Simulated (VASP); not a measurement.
VASP input:

### INCAR
```
SYSTEM = Pd
PREC = Accurate
ENCUT = 400
EDIFF = 1E-6
NELM = 100
ALGO = Normal
LREAL = .FALSE.
LASPH = .TRUE.
ISMEAR = 1
SIGMA = 0.1
GGA = PE
LMAXMIX = 4
LWAVE = .FALSE.
LCHARG = .FALSE.
ISIF = 2
ICHARG = 11
```

POSCAR:
```
Pd
1
    2.5448900000     0.0000000000     0.0000000000
    0.0000000000     2.5448900000     0.0000000000
    0.0000000000     0.0000000000     2.5448900000
Pd
1
Direct
  0.0000000000   0.0000000000   0.0000000000
```

### KPOINTS
```
Automatic mesh
0
Gamma
11 11 11
0 0 0
```

POTCAR, in this order: Pd (PBE.64 set). Program: vasp_std.

### Question
What happens when VASP runs on this input?

### Answer
There is a fault: ICHARG = 11 asks for a fixed density, but there is no CHGCAR. VASP stops with an error: ERROR: charge density could not be read from file CHGCAR for ICHARG>10 ----> I REFUSE TO CONTINUE WITH THIS SICK JOB ... BYE!!! <----

File standard output:
```
 POSCAR found type information on POSCAR Pd
 POSCAR found :  1 types and       1 ions
 Reading from existing POTCAR
 Reading from existing POTCAR
 LDA part: xc-table for (Slater+PW92), standard interpolation
 WARNING: stress and forces are not correct
 POSCAR, INCAR and KPOINTS ok, starting setup
 WAVECAR not read
 WARNING: CHGCAR is incomplete

 -----------------------------------------------------------------------------
|                                                                             |
|     EEEEEEE  RRRRRR   RRRRRR   OOOOOOO  RRRRRR      ###     ###     ###     |
|     E        R     R  R     R  O     O  R     R     ###     ###     ###     |
|     E        R     R  R     R  O     O  R     R     ###     ###     ###     |
|     EEEEE    RRRRRR   RRRRRR   O     O  RRRRRR       #       #       #      |
|     E        R   R    R   R    O     O  R   R                               |
|     E        R    R   R    R   O     O  R    R      ###     ###     ###     |
|     EEEEEEE  R     R  R     R  OOOOOOO  R     R     ###     ###     ###     |
|                                                                             |
|     ICHARG>10                                                               |
|                                                                             |
|       ---->  I REFUSE TO CONTINUE WITH THIS SICK JOB ... BYE!!! <----       |
|                                                                             |
 -----------------------------------------------------------------------------
```

To mend it, run self-consistently first and keep its CHGCAR, or remove ICHARG. The plain static run on this cell (PBE GGA, plane waves, VASP's PBE PAW potentials (set 64)) converges, and its OSZICAR ends with
```
   1 F= -.46554033E+01 E0= -.46553073E+01  d E =-.288162E-03
```

The structure was generated: Pd was put into the simple-cubic type (Pm-3m), which need not be its known phase. The cell was not relaxed at this level.
